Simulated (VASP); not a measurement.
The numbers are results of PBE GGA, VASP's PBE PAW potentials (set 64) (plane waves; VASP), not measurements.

Input for VASP

**INCAR**
```
# general
SYSTEM =TiO2
PREC   =Accurate
ENCUT  =530   # plane-wave cut-off (eV)
LREAL  =F   # projection in real space or not
LASPH  =T   # aspherical one-centre terms

# electronic loop
EDIFF  =1E-6
NELM   =100
ALGO   =Normal   # blocked Davidson
LMAXMIX=4   # l cut-off of mixed one-centre charges

# smearing
ISMEAR =0   # Gaussian
SIGMA  =0.05   # width (eV)

# functional
GGA    =PE   # PBE

# ions
IBRION =2   # conjugate gradients
NSW    =60
ISIF   =3   # ions, shape and volume
EDIFFG =-0.02   # ionic stop

# output
LWAVE  =F
LCHARG =F
```

**POSCAR**
```
TiO2
1
    4.6391120565     0.0000000000     0.0000000000
    0.0000000000     4.6391120565     0.0000000000
    0.0000000000     0.0000000000     2.9725014065
Ti O
2 4
Direct
  0.0000000000   0.0000000000   0.0000000000
  0.5000000000   0.5000000000   0.5000000000
  0.3048559666   0.3048559666   0.0000000000
  0.8048559666   0.1951440334   0.5000000000
  0.1951440334   0.8048559666   0.5000000000
  0.6951440334   0.6951440334   1.0000000000
```

File KPOINTS:
```
Automatic mesh
0
G
  5 5 7
0 0 0
```

POTCAR, in this order: Ti_sv O (PBE.64 set). Program: vasp_std.

What does the run give for the energy per atom (σ→0), volume per atom, band gap (on the k-mesh)?

The energy per atom (σ→0) is -8946 meV/atom and the band gap (on the k-mesh) is 1.82 eV. The volume per atom is 10.68 Å³/atom.

**OSZICAR**
```
...
DAV:   1    -0.536786650953E+02   -0.22981E-02   -0.11025E-01  1392   0.357E+00    0.352E-01
DAV:   2    -0.536773452930E+02    0.13198E-02   -0.91903E-03  1800   0.969E-01    0.190E-01
DAV:   3    -0.536767864157E+02    0.55888E-03   -0.28213E-03  1700   0.342E-01    0.810E-02
DAV:   4    -0.536767045177E+02    0.81898E-04   -0.72783E-04  2136   0.213E-01    0.466E-02
DAV:   5    -0.536767076235E+02   -0.31058E-05   -0.68784E-05  1712   0.778E-02    0.250E-02
DAV:   6    -0.536767140189E+02   -0.63954E-05   -0.28159E-05  2260   0.352E-02    0.937E-03
DAV:   7    -0.536767142034E+02   -0.18446E-06   -0.16059E-06  1108   0.111E-02
   2 F= -.53676714E+02 E0= -.53676714E+02  d E =-.347210E-03
```

The compound is TiO2 in the rutile structure. This run relaxes it. Symmetry was kept, so distortions that lower it aren't found. The start is the result of an earlier pass.
